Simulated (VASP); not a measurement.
```
CELL_PARAMETERS angstrom
      0.00000     2.74270     2.74270
      2.74270     0.00000     2.74270
      2.74270     2.74270     0.00000
ATOMIC_POSITIONS crystal
  Na 0.00000 0.00000 0.00000
  Cl 0.50000 0.50000 0.50000
```

These are PBE GGA, VASP's PBE PAW potentials (set 64) (plane waves; VASP 6.6.1) values and carry that method's errors. Numerical set-up: PREC = Normal, 500 eV cut-off, 4×4×4 Γ-centred mesh, Gaussian smearing of 0.010 eV, potentials Na_sv_GW Cl_GW.

Give the stress tensor in GPa (positive for a compressed cell).

```
3.28  0.00  0.00
0.00  3.28  0.00
0.00  0.00  3.28
```
The pressure is its mean diagonal, 3.28 GPa.

The compound is NaCl in the rock salt structure. This cell is one point of a volume scan, at 0.92 of the reference volume. The k-mesh is coarse (spacing up to 0.50 per Å, 2π included), so the numbers may not be converged in it.
